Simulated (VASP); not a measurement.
MnSiSe3: equilibrium volume by level of theory

```
Mn Si Se
1.0
     4.83412    0.00000    0.00000
     0.00000    4.83412    0.00000
     0.00000    0.00000    4.83412
Mn Si Se
1 1 3
Direct
  0.00000 0.00000 0.00000
  0.50000 0.50000 0.50000
  0.00000 0.50000 0.50000
  0.50000 0.00000 0.50000
  0.50000 0.50000 0.00000
```

The cell comes from a database or a generator and needn't be the stable form of this composition.

```tsv
rung	level	program and potentials	cutoff (eV)	k mesh	smearing	equilibrium volume (Å³/atom)	notes
GGA	PBEsol	VASP, PBE PAW files Mn_pv, Se, Si, 600 eV	600	5 × 5 × 5	fermi-dirac 0.05	21.66	potentials made for PBE
GGA + dispersion	PBEsol+D3(zero damping)	VASP, PBE PAW files Mn_pv, Se, Si, 600 eV	600	5 × 5 × 5	fermi-dirac 0.05	21.24	potentials made for PBE
GGA + dispersion	PBEsol+D4	VASP, PBE PAW files Mn_pv, Se, Si, 600 eV	600	5 × 5 × 5	fermi-dirac 0.05	(a)	potentials made for PBE
non-local van der Waals functional	PBEsol+rVV10	VASP, PBE PAW files Mn_pv, Se, Si, 600 eV	600	5 × 5 × 5	fermi-dirac 0.05	21.56	potentials made for PBE
```

Task: relaxation of cell and atoms. All rows: collinear spin, ferromagnetic start. Smearing widths are in eV. For a metal such meshes aren't converged. Meshes are those of the run's cell of 5 atoms unless a note names another. Relaxations start from the cell shown or near it and stop with a little pressure left. Runs on faulty files, with rough fits or with known faults for this quantity aren't shown. No row holds spin-orbit coupling.

Q: Estimate the value left out from the other rows.

A: (a) 21.17 Å³/atom.
